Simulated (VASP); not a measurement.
Computed with r2SCAN meta-GGA, VASP's PBE PAW potentials (set 64) (plane waves; VASP).

The input files of a VASP run:

KPOINTS:
```
Automatic mesh
0
Gamma
12 12 12
0 0 0
```

**INCAR**
```
# general
SYSTEM =TiSb
PREC   =Accurate
ENCUT  =400
LREAL  =F
LASPH  =T

# electronic loop
EDIFF  =1E-7
NELM   =100
ALGO   =Normal
LMAXMIX=4
LMIXTAU=T

# smearing
ISMEAR =-5

# functional
METAGGA=R2SCAN

# ions
ISIF   =2

# output
LWAVE  =F
LCHARG =F
LORBIT =11
NEDOS  =601
```

**KPOINTS_OPT**
```
k-points along high-symmetry lines
10
Line-mode
Reciprocal
  0.000000   0.000000   0.000000 ! GAMMA
  0.000000   0.500000   0.000000 ! X

  0.000000   0.500000   0.000000 ! X
  0.500000   0.500000   0.000000 ! M

  0.500000   0.500000   0.000000 ! M
  0.000000   0.000000   0.000000 ! GAMMA

  0.000000   0.000000   0.000000 ! GAMMA
  0.500000   0.500000   0.500000 ! R

  0.500000   0.500000   0.500000 ! R
  0.000000   0.500000   0.000000 ! X

  0.500000   0.500000   0.500000 ! R
  0.500000   0.500000   0.000000 ! M
```

File POSCAR:
```
TiSb
3.4078470
  0.9999998929   0.0000000000   0.0000000000
  0.0000000000   0.9999998929   0.0000000000
  0.0000000000   0.0000000000   0.9999998929
Ti Sb
1 1
Cartesian
  0.0000000000   0.0000000000   0.0000000000
  0.4999999465   0.4999999465   0.4999999465
```

POTCAR, in this order: Ti_sv Sb (PBE.64 set). Program: vasp_std.

What VASP printed:

OUTCAR:
```
 ion  position               nearest neighbor table
   1  0.000  0.000  0.000-   2 2.95   2 2.95   2 2.95   2 2.95   2 2.95   2 2.95   2 2.95   2 2.95
  LATTYP: Found a simple cubic cell.
 ALAT       =     3.4078466351
 Subroutine PRICEL returns:
 Original cell was already a primitive cell.
 Subroutine GETGRP returns: Found 48 space group operations
The static configuration has the point symmetry O_h .
The dynamic configuration has the point symmetry O_h .
 Subroutine INISYM returns: Found 48 space group operations
 Subroutine IBZKPT returns following result:
 Found     84 irreducible k-points:

 Following reciprocal coordinates:
            Coordinates               Weight
  0.000000  0.000000  0.000000      1.000000
  0.083333  0.000000  0.000000      6.000000
  0.166667  0.000000  0.000000      6.000000
  0.250000  0.000000  0.000000      6.000000
  0.333333  0.000000  0.000000      6.000000
  0.416667  0.000000  0.000000      6.000000
  0.500000  0.000000  0.000000      3.000000
  0.083333  0.083333  0.000000     12.000000
  0.166667  0.083333  0.000000     24.000000
  0.250000  0.083333  0.000000     24.000000
  0.333333  0.083333  0.000000     24.000000
  0.416667  0.083333  0.000000     24.000000
  0.500000  0.083333  0.000000     12.000000
  0.166667  0.166667  0.000000     12.000000
  0.250000  0.166667  0.000000     24.000000
  0.333333  0.166667  0.000000     24.000000
  0.416667  0.166667  0.000000     24.000000
  0.500000  0.166667  0.000000     12.000000
  0.250000  0.250000  0.000000     12.000000
  0.333333  0.250000  0.000000     24.000000
  0.416667  0.250000  0.000000     24.000000
  0.500000  0.250000  0.000000     12.000000
  0.333333  0.333333  0.000000     12.000000
  0.416667  0.333333  0.000000     24.000000
  0.500000  0.333333  0.000000     12.000000
  0.416667  0.416667  0.000000     12.000000
  0.500000  0.416667  0.000000     12.000000
  0.500000  0.500000  0.000000      3.000000
  0.083333  0.083333  0.083333      8.000000
  0.166667  0.083333  0.083333     24.000000
  0.250000  0.083333  0.083333     24.000000
  0.333333  0.083333  0.083333     24.000000
  0.416667  0.083333  0.083333     24.000000
  0.500000  0.083333  0.083333     12.000000
  0.166667  0.166667  0.083333     24.000000
  0.250000  0.166667  0.083333     48.000000
  0.333333  0.166667  0.083333     48.000000
  0.416667  0.166667  0.083333     48.000000
  0.500000  0.166667  0.083333     24.000000
  0.250000  0.250000  0.083333     24.000000
   k-points           NKPTS =     84   k-points in BZ     NKDIM =     84   number of bands    NBANDS=     12
   number of dos      NEDOS =    601   number of ions     NIONS =      2
   total plane-waves  NPLWV =  13824
   dimension x,y,z NGX =    24 NGY =   24 NGZ =   24
   dimension x,y,z NGXF=    48 NGYF=   48 NGZF=   48
   ions per type =               1   1
   PREC   = accura    normal or accurate (medium, high low for compatibility)
   ISTART =      0    job   : 0-new  1-cont  2-samecut
   ICHARG =      2    charge: 1-file 2-atom 10-const
   ISPIN  =      1    spin polarized calculation?
   LNONCOLLINEAR =      F non collinear calculations
   LSORBIT =      F    spin-orbit coupling
   INIWAV =      1    electr: 0-lowe 1-rand  2-diag
   ENCUT  =  400.0 eV  29.40 Ry    5.42 a.u.   5.56  5.56  5.56*2*pi/ulx,y,z
   NELM   =    100;   NELMIN=  2; NELMDL= -5     # of ELM steps
   EDIFF  = 0.1E-06   stopping-criterion for ELM
   LREAL  =      F    real-space projection
   NLSPLINE    = F    spline interpolate recip. space projectors
   LMAXMIX     =    4 max onsite mixed and CHGCAR
   VOSKOWN=      0    Vosko Wilk Nusair interpolation
...
```

OSZICAR:
```
       N       E                     dE             d eps       ncg     rms          rms(c)
DAV:   1     0.756950920458E+02    0.75695E+02   -0.71427E+03  2016   0.119E+03
DAV:   2    -0.357272239279E+02   -0.11142E+03   -0.10892E+03  2084   0.329E+02
DAV:   3    -0.437059345900E+02   -0.79787E+01   -0.75290E+01  3252   0.847E+01
DAV:   4    -0.440349773108E+02   -0.32904E+00   -0.32375E+00  2620   0.146E+01
DAV:   5    -0.440496400009E+02   -0.14663E-01   -0.14635E-01  2976   0.284E+00    0.101E+01
DAV:   6    -0.393701471990E+02    0.46795E+01   -0.20581E+01  3056   0.565E+01    0.437E+00
DAV:   7    -0.391222545529E+02    0.24789E+00   -0.40812E+00  2628   0.216E+01    0.268E+00
DAV:   8    -0.390705699853E+02    0.51685E-01   -0.42075E-01  2404   0.404E+00    0.779E-01
DAV:   9    -0.390479242576E+02    0.22646E-01   -0.21458E-01  2192   0.471E+00    0.745E-01
DAV:  10    -0.391058968744E+02   -0.57973E-01   -0.57435E-02  2064   0.253E+00    0.495E-01
DAV:  11    -0.391013161188E+02    0.45808E-02   -0.22435E-02  2568   0.123E+00    0.192E-01
DAV:  12    -0.391033894188E+02   -0.20733E-02   -0.13414E-03  2404   0.338E-01    0.159E-01
DAV:  13    -0.391023571054E+02    0.10323E-02   -0.25588E-04  2308   0.162E-01    0.919E-02
DAV:  14    -0.391041149764E+02   -0.17579E-02   -0.16844E-03  2316   0.431E-01    0.255E-02
DAV:  15    -0.391041551768E+02   -0.40200E-04   -0.61416E-05  2384   0.986E-02    0.192E-02
DAV:  16    -0.391041594543E+02   -0.42775E-05   -0.26132E-05  2744   0.580E-02    0.733E-03
DAV:  17    -0.391041764562E+02   -0.17002E-04   -0.16389E-05  2776   0.470E-02    0.192E-03
DAV:  18    -0.391041749503E+02    0.15059E-05   -0.12120E-06  2576   0.150E-02    0.104E-03
DAV:  19    -0.391041758693E+02   -0.91896E-06   -0.16774E-07  1464   0.479E-03    0.118E-03
DAV:  20    -0.391041750866E+02    0.78270E-06   -0.13240E-07  1128   0.458E-03    0.661E-04
DAV:  21    -0.391041750673E+02    0.19263E-07   -0.35210E-08  1052   0.179E-03
   1 F= -.39104175E+02 E0= -.39104175E+02  d E =0.000000E+00
       N       E                     dE             ncg
```

OUTCAR:
```
------------------------ aborting loop because EDIFF is reached ----------------------------------------
  FORCE on cell =-STRESS in cart. coord.  units (eV):
  Direction    XX          YY          ZZ          XY          YZ          ZX
  --------------------------------------------------------------------------------------
  Total       -0.0536933     -0.0536933     -0.0536933     -0.0000000      0.0000000     -0.0000000
  in kB       -2.1736558     -2.1736558     -2.1736558     -0.0000000      0.0000000     -0.0000000
  external PRESSURE =      -2.1736558 kB  Pullay stress =       0.0000000 kB
  volume of cell :       39.58
      direct lattice vectors                 reciprocal lattice vectors
     3.407846635  0.000000000  0.000000000     0.293440435  0.000000000  0.000000000
     0.000000000  3.407846635  0.000000000     0.000000000  0.293440435  0.000000000
     0.000000000  0.000000000  3.407846635     0.000000000  0.000000000  0.293440435
 POSITION                                       TOTAL-FORCE (eV/Angst)
 -----------------------------------------------------------------------------------
      0.00000      0.00000      0.00000         0.000000      0.000000      0.000000
      1.70392      1.70392      1.70392         0.000000      0.000000      0.000000
 -----------------------------------------------------------------------------------
    total drift:                               -0.000000      0.000000      0.000000
  FREE ENERGIE OF THE ION-ELECTRON SYSTEM (eV)
  ---------------------------------------------------
  free  energy   TOTEN  =       -39.1041750673 eV

  energy  without entropy=      -39.1041750673  energy(sigma->0) =      -39.10417507

 total charge

# of ion       s       p       d       tot
------------------------------------------
    1        2.147   6.077   1.934  10.158
    2        1.129   1.332   0.055   2.517
--------------------------------------------------
tot          3.276   7.410   1.989  12.675
```
(Selected blocks of OUTCAR.)

For a metal the tetrahedron method with Blöchl corrections gives inexact stress and forces.

The structure was generated: TiSb was put into the CsCl type type (Pm-3m), which need not be its known phase. It was relaxed first, which changed the volume by -33 %. The electron count is odd and the run is not spin-polarised, which forces a metal.
